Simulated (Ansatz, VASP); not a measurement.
# TaN: VASP beside Ansatz

One calculation is typed for both programs; each brings its own data sets and cutoff. How far apart do they land?

Calculated with Ansatz 0.2.0; plane waves, with VASP 6.6.1 beside it; single point at PBEsol.

### 1. Starting point

It takes space group Fm-3m (No. 225, cubic). Conventional cell: a = 4.380 Å, b = 4.380 Å, c = 4.380 Å, α = 90.00°, β = 90.00°, γ = 90.00°. Nearest to Ta lie 6 N at 2.19 Å. N has 6 Ta at 2.19 Å nearest. Farther neighbours and most contacts between anions are not listed.

Structure file:

```xyz
2
Lattice="0.0000 2.1898 2.1898 2.1898 0.0000 2.1898 2.1898 2.1898 0.0000" Properties=species:S:1:pos:R:3 pbc="T T T"
Ta    2.1898    2.1898    2.1898
N     0.0000    0.0000    0.0000
```

### 2. VASP: single point, PBEsol

A single point gives forces, pressure and levels at one fixed geometry, so differences don't come from the geometry; what else differs is listed under the comparison.

Lines of VASP's logs that name or quote its potential files are left out, and so is its time.

INCAR reads:

```
SYSTEM = TaN
PREC = Accurate
ENCUT = 520
EDIFF = 1E-08
NELM = 100
ISMEAR = -5
SIGMA = 0.15
LREAL = .FALSE.
ALGO = Normal
GGA = PS
NBANDS = 24
LASPH = .TRUE.
LORBIT = 11
LWAVE = .FALSE.
LCHARG = .FALSE.
KPAR = 2
ISIF = 2
NEDOS = 3001
```

POSCAR reads:

```
TaN
1.0
    0.0000000000      2.1897809421      2.1897809421
    2.1897809421      0.0000000000      2.1897809421
    2.1897809421      2.1897809421      0.0000000000
Ta N
1 1
Direct
    0.5000000000      0.5000000000      0.5000000000
    0.0000000000      0.0000000000      0.0000000000
```

KPOINTS reads:

```
Automatic mesh
0
Gamma
30 30 30
0 0 0
```

Potentials, in the order of the species: Ta_pv and N (PBE family, release 64).

The run is started by

```console
$ mpirun -np 2 vasp_std
```

Numbers of over 12 decimals in the logs are rounded to 6 here.

The program printed:

```text
[banner, memory and clock lines left out]
running    2 mpi-ranks, on    1 nodes
 distrk:  each k-point on    1 cores,    2 groups
 distr:  one band on    1 cores,    1 groups

 POSCAR found type information on POSCAR TaN
 POSCAR found :  2 types and       2 ions
|                                                                             |
|               ----> ADVICE to this user running VASP <----                  |
|                                                                             |
|     You enforced a specific xc type in the INCAR file but a different       |
|     [... a line on the potential file left out ...]
|     I HOPE YOU KNOW WHAT YOU ARE DOING!                                     |
|                                                                             |

 LDA part: xc-table for (Slater+PW92), standard interpolation
 POSCAR, INCAR and KPOINTS ok, starting setup
 FFT: planning ... GRIDC
 FFT: planning ... GRID_SOFT
 FFT: planning ... GRID
 WAVECAR not read
 entering main loop
       N       E                     dE             d eps       ncg     rms          rms(c)
DAV:   1     0.106708078914E+03    0.10671E+03   -0.74724E+03 36168   0.707E+02
DAV:   2    -0.224544558068E+02   -0.12916E+03   -0.12102E+03 43672   0.237E+02
DAV:   3    -0.259955999369E+02   -0.35411E+01   -0.35153E+01 41592   0.349E+01
DAV:   4    -0.260021448739E+02   -0.65449E-02   -0.65455E-02 40176   0.162E+00
DAV:   5    -0.260021560832E+02   -0.11209E-04   -0.11211E-04 41728   0.621E-02    0.250E+01
DAV:   6    -0.233365733570E+02    0.26656E+01   -0.15082E+00 45960   0.157E+01    0.109E+01
DAV:   7    -0.232521870315E+02    0.84386E-01   -0.30738E-01 37816   0.371E+00    0.710E+00
DAV:   8    -0.232155210791E+02    0.36666E-01   -0.67920E-02 40160   0.195E+00    0.121E+00
DAV:   9    -0.232131086213E+02    0.24125E-02   -0.33036E-03 39136   0.471E-01    0.290E-01
DAV:  10    -0.232129999276E+02    0.10869E-03   -0.23965E-04 41776   0.143E-01    0.176E-01
DAV:  11    -0.232129652806E+02    0.34647E-04   -0.19595E-05 38200   0.344E-02    0.151E-02
DAV:  12    -0.232129656798E+02   -0.39914E-06   -0.16263E-06 39600   0.100E-02    0.595E-03
DAV:  13    -0.232129656783E+02    0.14272E-08   -0.25901E-08 41064   0.171E-03
   1 F= -.23212966E+02 E0= -.23212966E+02  d E =0.000000E+00
|                                                                             |
|           W    W    AA    RRRRR   N    N  II  N    N   GGGG   !!!           |
|           W    W   A  A   R    R  NN   N  II  NN   N  G    G  !!!           |
|           W    W  A    A  R    R  N N  N  II  N N  N  G       !!!           |
|           W WW W  AAAAAA  RRRRR   N  N N  II  N  N N  G  GGG   !            |
|           WW  WW  A    A  R   R   N   NN  II  N   NN  G    G                |
|           W    W  A    A  R    R  N    N  II  N    N   GGGG   !!!           |
|                                                                             |
|     Tetrahedron method does not include variations of the Fermi             |
|     occupations, so forces and stress will be inaccurate. We suggest        |
|     using a different smearing scheme ISMEAR = 1 or 2 for metals in         |
|     relaxations.                                                            |
|                                                                             |
```

From OUTCAR (step 2):

```text
ion  position               nearest neighbor table
   1  0.500  0.500  0.500-   2 2.19   2 2.19   2 2.19   2 2.19   2 2.19   2 2.19
   2  0.000  0.000  0.000-   1 2.19   1 2.19   1 2.19   1 2.19   1 2.19   1 2.19

  LATTYP: Found a face centered cubic cell.
 ALAT       =     4.3795618842

 Subroutine GETGRP returns: Found 48 space group operations
 (whereof 48 operations were pure point group operations)

The static configuration has the point symmetry O_h .

 Found    752 irreducible k-points:

   k-points           NKPTS =    752   k-points in BZ     NKDIM =    752   number of bands    NBANDS=     24

   dimension x,y,z NGX =    24 NGY =   24 NGZ =   24
   dimension x,y,z NGXF=    48 NGYF=   48 NGZF=   48

   ENCUT  =  520.0 eV  38.22 Ry    6.18 a.u.   5.76  5.76  5.76*2*pi/ulx,y,z

   NELECT =      16.0000    total number of electrons

 k-points in reciprocal lattice and weights: Automatic mesh
   0.00000000  0.00000000  0.00000000       0.000
   0.03333333  0.00000000  0.00000000       0.000
   0.06666667  0.00000000  0.00000000       0.000
   0.10000000  0.00000000  0.00000000       0.000
   0.13333333  0.00000000  0.00000000       0.000
   0.16666667  0.00000000  0.00000000       0.000
   0.20000000  0.00000000  0.00000000       0.000
   0.23333333  0.00000000  0.00000000       0.000
   0.26666667  0.00000000  0.00000000       0.000
[...]
-0.26666667  0.46666667  0.23333333       0.001
  -0.26666667  0.50000000  0.23333333       0.000

 average (electrostatic) potential at core
       1 -34.4398       2 -61.2272

 E-fermi :   9.5123

 k-point     1 :       0.0000    0.0000    0.0000
  band No.  band energies     occupation
    ...
      6       5.6890      2.00000
      7       5.6890      2.00000
      8       7.3533      2.00000
      9       7.3533      2.00000
     10       7.3533      2.00000
     11       9.5455      0.00000
     12       9.5455      0.00000
     13      11.1690      0.00000
     14      18.8989      0.00000
     15      21.9063      0.00000
    ...

 k-point     2 :       0.0333    0.0000    0.0000
  band No.  band energies     occupation
    ...
      6       5.5777      2.00000
      7       5.5777      2.00000
      8       7.4043      2.00000
      9       7.4043      2.00000
     10       7.4375      2.00000
     11       9.6669      0.00000
     12       9.6669      0.00000
     13      11.2543      0.00000
     14      18.9857      0.00000
     15      21.9062      0.00000
    ...

 k-point     3 :       0.0667    0.0000    0.0000
  band No.  band energies     occupation
    ...
      6       5.2923      2.00000
      7       5.2923      2.00000
      8       7.5356      2.00000
      9       7.5356      2.00000
     10       7.6159      2.00000
     11      10.0030      0.00000
     12      10.0030      0.00000
     13      11.4979      0.00000
     14      19.2408      0.00000
     15      21.9061      0.00000
    ...

  Total       -0.0015370     -0.0015370     -0.0015370      0.0000000      0.0000000      0.0000000
  in kB       -0.1172639     -0.1172639     -0.1172639      0.0000000      0.0000000      0.0000000
  external PRESSURE =      -0.1172639 kB  Pullay stress =       0.0000000 kB

  energy-cutoff  :      520.00
  volume of cell :       21.00
      direct lattice vectors                 reciprocal lattice vectors
     0.000000000  2.189780942  2.189780942    -0.228333342  0.228333342  0.228333342
     2.189780942  0.000000000  2.189780942     0.228333342 -0.228333342  0.228333342
     2.189780942  2.189780942  0.000000000     0.228333342  0.228333342 -0.228333342

 POSITION                                       TOTAL-FORCE (eV/Angst)
 -----------------------------------------------------------------------------------
      2.18978      2.18978      2.18978        -0.000000     -0.000000     -0.000000
      0.00000      0.00000      0.00000         0.000000      0.000000      0.000000
 -----------------------------------------------------------------------------------
    total drift:                                0.000000     -0.000000     -0.000000

  FREE ENERGIE OF THE ION-ELECTRON SYSTEM (eV)
  ---------------------------------------------------
  free  energy   TOTEN  =       -23.2129656783 eV

  energy  without entropy=      -23.2129656783  energy(sigma->0) =      -23.21296568

 total charge
# of ion       s       p       d       tot
------------------------------------------
    1        0.277   6.230   2.475   8.982
    2        1.223   2.536   0.000   3.759
--------------------------------------------------
tot          1.500   8.766   2.475  12.741

[... 3 further parts left out ...]
```

The run ends at a pressure of -0.01 GPa.

### 3. Ansatz: single point, PBEsol

Ansatz runs on its default PAW (the set named soft_2) files.

The same cell, functional, mesh and smearing now go to Ansatz, which takes its cutoff from its data sets.

input.yaml reads:

```yaml
crystal:
  lattice:
    - [0.0, 2.1897809421, 2.1897809421]
    - [2.1897809421, 0.0, 2.1897809421]
    - [2.1897809421, 2.1897809421, 0.0]
  atoms:
    - { symbol: Ta, position: [0.5, 0.5, 0.5] }
    - { symbol: "N", position: [0.0, 0.0, 0.0] }
hamiltonian:
  xc: pbesol
  pseudopotentials: { kind: paw }
kpoints:
  mp_grid: { grid: [30, 30, 30] }
scf:
  occupations: { method: tetrahedron }
output:
  forces: true
  stress: true
```

The run is started by

```console
$ ansatz run input.yaml --threads 2 --pin off --max-ram 4608MiB --backend cpu --events-out ev --progress --plain --runs-dir out
```

The program printed:

```text
Warning: output.forces, output.stress, relax.cell or npt_langevin: where a Kohn–Sham band that disperses or a degenerate level is filled in part under the method tetrahedron, the forces or the stress that this run publishes need not agree with its energy (scf.occupations.method in the input reference, under Limitations); prefer a smearing scheme for the forces or the stress
Engine: ansatz 0.2.0, aarch64-unknown-linux-gnu
Pseudopotentials: kind: paw
Pseudopotential: Ta, paw, valence charge 13, recommended cutoff 420 eV (normal), Ta.paw.azcp
Pseudopotential: N, paw, valence charge 5, recommended cutoff 420 eV (normal), N.paw.azcp
Functional definition: PBEsol
  exchange = pbesol_x
  correlation = pbesol_c
Crystal: 2 atoms, lattice volume = 21.001 Å³
Basis set: ecut = 420 eV, 411 PW (Γ), exchange–correlation on 48×48×48 points (8 copies of the dense FFT grid, shifted against one another)
Bands: 13, of which v1, the nominal top of the filled ones, is band 9 counted from 1 (8 counted from 0)
Symmetry: 48 space group operations
Space group: Fm-3m (ITA 225), of the structure as read, at distance tolerance 2.8e-5 Å
k-points: 752 of 27000
Non-local potential: Ta, projectors of the file, l = 0: 3, l = 1: 2, l = 2: 2, l = 3: 1
Non-local potential: N, projectors of the file, l = 0: 2, l = 1: 2, l = 2: 1
PAW form: soft (Blöchl's): semilocal exchange-correlation on the pseudo side does not see the compensation charge
PAW frozen core: Ta, regenerated for the run's functional, and the local potential with it (the file was generated under x = pbe(κ = 0.804, μ = 0.219515), c = pbe(β = 0.066725))
PAW frozen core: N, regenerated for the run's functional, and the local potential with it (the file was generated under x = pbe(κ = 0.804, μ = 0.219515), c = pbe(β = 0.066725))
PAW one-centre angular grid: Ta, 590 points (default); XC on 64 Gauss nodes
PAW one-centre angular grid: N, 110 points (default); XC on 64 Gauss nodes
Initial density: superposition of atomic densities (neutral atoms: chi_scale 0, normalization atom), corrected by the library's trained network
Initial wavefunctions: pseudopotential atomic-orbital guess
Functional: x = pbesol(κ = 0.804, μ = 0.123457), c = pbesol(β = 0.046)
SCF iter   1: F=—  HF=-10187.070292 eV  |F-HF|=—  |Δ(HF+E_count)|=         —  Δρ=1.42e-2  dr2=4.35e-2  ethr=1.77e-3  ⟨swp⟩=6.1  Hψ=50892  notcnv=0
preconditioner: auto → none  [metal: no gap  n_scr=8 (ndim 8)  ℏωp=25.6 eV  f_vac=0.000  sad-step TF]
SCF iter   2: F=—  HF=-10187.059991 eV  |F-HF|=—  |Δ(HF+E_count)|=   1.03e-2  Δρ=2.36e-3  dr2=9.24e-4  ethr=2.42e-4  ⟨swp⟩=2.0  Hψ=18694  notcnv=0  defer=51
SCF iter   3: F=—  HF=-10187.059918 eV  |F-HF|=—  |Δ(HF+E_count)|=   7.36e-5  Δρ=9.17e-4  dr2=6.09e-5  ethr=5.13e-6  ⟨swp⟩=2.0  Hψ=15707  notcnv=0  defer=51
SCF iter   4: F=—  HF=-10187.059945 eV  |F-HF|=—  |Δ(HF+E_count)|=   2.76e-5  Δρ=1.56e-4  dr2=4.52e-6  ethr=3.38e-7  ⟨swp⟩=2.7  Hψ=16131  notcnv=0  defer=51
SCF iter   5: F=-10187.059944 eV  HF=-10187.059944 eV  |F-HF|=1.56e-8  |Δ(HF+E_count)|=   7.99e-7  Δρ=2.00e-5  dr2=2.36e-8  ethr=5.56e-10  ⟨swp⟩=4.0  Hψ=45272  notcnv=0
SCF 1 converged in 5 iterations: F = -10187.059944 eV  dr2 = 2.36e-8
  greatest PAW one-centre occupation: 1.000 electrons in one spin orbital (limit 2), on the Ta atom at site 0 (counted from 0), in its partial waves of l = 0
SCF converged after 5 iterations
Stability not checked: this state was not tested for a lower state beside it, because cold or Methfessel-Paxton smearing, or corrected tetrahedra, fill the levels in a way that the test cannot read (fill_not_monotonic; see scf.lower_state_search)
Free energy (F): -10187.059944 eV
Harris-Foulkes:  -10187.059944 eV  (|F-HF|=1.56e-8)
Internal energy: -10187.059943 eV  (E = F + TS)
E sigma→0 (E₀):  -10187.059944 eV
Entropy (-TS):   -0.000001 eV (-0.001 meV/atom)
Fermi energy:    21.818983 eV
--- Per-component energies (eV) ---
  E_band       = -41.915164
  E_kinetic    = 501.403114
  E_local      = -576.314212  (includes V_loc(G=0)·N_el)
  E_nonlocal   = 62.918454
  E_hartree    = 193.751800
  E_xc         = -278.362033
  E_vxc        = -282.298007  (∫ρ·V_xc dr)
  E_paw        = -8395.565442  (= ΣΔE_a)
  E_vpaw       = -135.127233  (= ΣTr[D̂ρ^β])
  E_aug_tail   = 0.000240  (compensation charges beyond the density's cutoff)
  E_ewald      = -1695.133610
  E_core_change = 0.241745  (= ΣΔE_core)
  E_smearing   = -0.000001  (= −TS)
  E_closure    = 0.000000  (closes the sum)
  Σ components = -10187.059944   (vs F -10187.059944, Δ=0.00e0)
--- Forces (eV/Å), atoms counted from 1 ---
  atom   1  Ta     0.00000000    -0.00000000    -0.00000000
  atom   2  N     -0.00000000     0.00000000     0.00000000
  max |Σ_I F_I| component: 3.79e-29 eV/Å
--- Stress (GPa, compression-positive) ---
       -0.991092      -0.000000       0.000000
       -0.000000      -0.991092       0.000000
        0.000000       0.000000      -0.991092
  P = ⅓ Tr σ = -0.9911 GPa (-9.911 kbar)
--- Band table (eV; the first three rows and the last of 752) ---
  k-point 0: bands = [... 5 lower, 17.9925, 17.9925, 17.9925, 19.6685, 19.6685, 19.6685, 21.8678, 21.8678]
  k-point 1: bands = [... 5 lower, 17.8252, 17.8821, 17.8821, 19.7192, 19.7192, 19.7516, 21.9881, 21.9881]
  k-point 2: bands = [... 5 lower, 17.4105, 17.5984, 17.5984, 19.8502, 19.8502, 19.9284, 22.3217, 22.3217]
  k-point 751: bands = [... 5 lower, 14.3126, 14.9793, 15.0082, 21.2525, 22.0172, 25.4856, 25.9789, 26.4583]
```

The job ended after 9.4 s (2 threads of Arm Neoverse N1, shared host; peak memory 0.44 GiB; 18 s of CPU time).

Reading the cycles: dr2 is the Hartree energy of the density residual (eV), the measure of convergence; HF is the Harris–Foulkes estimate of the energy, which meets the free energy F at convergence.

The run ends at a pressure of -0.99 GPa.

### 4. Differences

Known differences besides the potentials themselves: the data sets hold 18 valence electrons in Ansatz (default PAW (the set named soft_2) files) and 16 in VASP; the cutoff is 420 eV in Ansatz and 520 eV in VASP; Ansatz makes its cores anew for this functional, VASP keeps those of its PBE data sets. Total energies have different zeros and are not compared.

Both answers:

| quantity | Ansatz | VASP | difference |
| --- | --- | --- | --- |
| pressure (GPa) | -0.99 | -0.01 | -0.98 |
| pressure without Ansatz's Pulay correction (GPa) | -1.51 | -0.01 | -1.50 |

Ansatz's pressure holds a Pulay correction of 0.52 GPa; VASP's holds none.

### 5. What came out

- difference in pressure (single point, PBEsol): -0.98 GPa

**Reading.** The difference in pressure is -0.98 GPa (single point, PBEsol), at about the 1 GPa picked in this series as the mark of a large difference. How closely two codes agree says nothing of how well the functional describes the real material.

[Lines on the potential files, build, host, timing and source positions are cut from VASP's logs without a mark.]

[Logs are printed without paths, hosts, clocks, repeated set-up lines and the standing remarks that a program may print on its own settings, such as how far it seeks lower states.]

[Hosts, paths, dates, database ids (printed as entryN), source tags and the programs' standing remarks are cut or masked in the printed files.]
